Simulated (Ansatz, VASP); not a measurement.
# Two plane-wave programs on AlC3

Contents of INCAR:

```
SYSTEM = AlC3
PREC = Accurate
ENCUT = 520
EDIFF = 1E-7
ISMEAR = 1
SIGMA = 0.01
LREAL = .FALSE.
LASPH = .TRUE.
NELM = 100
ALGO = Normal
ISIF = 2
LWAVE = .FALSE.
LCHARG = .TRUE.
GGA = PE
LELF = .TRUE.
LVHAR = .TRUE.
NBANDS = 16
```

KPOINTS

```
Automatic mesh
0
G
  9 9 9
  0 0 0
```

The input POSCAR:

```
AlC3
1.0
    3.2079290000      0.0000000000      0.0000000000
    0.0000000000      3.2079290000      0.0000000000
    0.0000000000      0.0000000000      3.2079290000
Al C
1 3
Direct
    0.0000000000      0.0000000000      0.0000000000
    0.0000000000      0.5000000000      0.5000000000
    0.5000000000      0.0000000000      0.5000000000
    0.5000000000      0.5000000000      0.0000000000
```

Input for Ansatz:

```yaml
crystal:
  lattice:
    - [3.207929, 0.0, 0.0]
    - [0.0, 3.207929, 0.0]
    - [0.0, 0.0, 3.207929]
  atoms:
    - { symbol: Al, position: [0.0, 0.0, 0.0] }
    - { symbol: C, position: [0.0, 0.5, 0.5] }
    - { symbol: C, position: [0.5, 0.0, 0.5] }
    - { symbol: C, position: [0.5, 0.5, 0.0] }
accuracy: low
kpoints:
  mp_grid:
    grid: [9, 9, 9]
hamiltonian:
  xc: pbe
  pseudopotentials:
    kind: nc
scf:
  n_extra_bands: 6
  lower_state_search: light
  occupations:
    method: methfessel_paxton
    width: 0.01
output:
  stress: true
```

The cell comes from a database or a generator and needn't be the stable form of this composition.

Alike in both runs: task single point; functional PBE; k mesh 9 × 9 × 9; occupations methfessel-paxton of order 1, width 0.01 eV; no spin polarisation.

|  | VASP | Ansatz |
| --- | --- | --- |
| version | VASP 6.6.1 | Ansatz 0.2.0 |
| potentials or method | VASP PAW PBE potentials, release 64 (Al, C) | plane waves, norm-conserving potentials |
| plane-wave cutoff (eV) | 520 | 1116 |
| valence electrons in the cell | 15 | 15 |

```csv
,VASP,Ansatz,Ansatz less VASP
pressure (GPa),-0.1,-0.1,+0.08
```
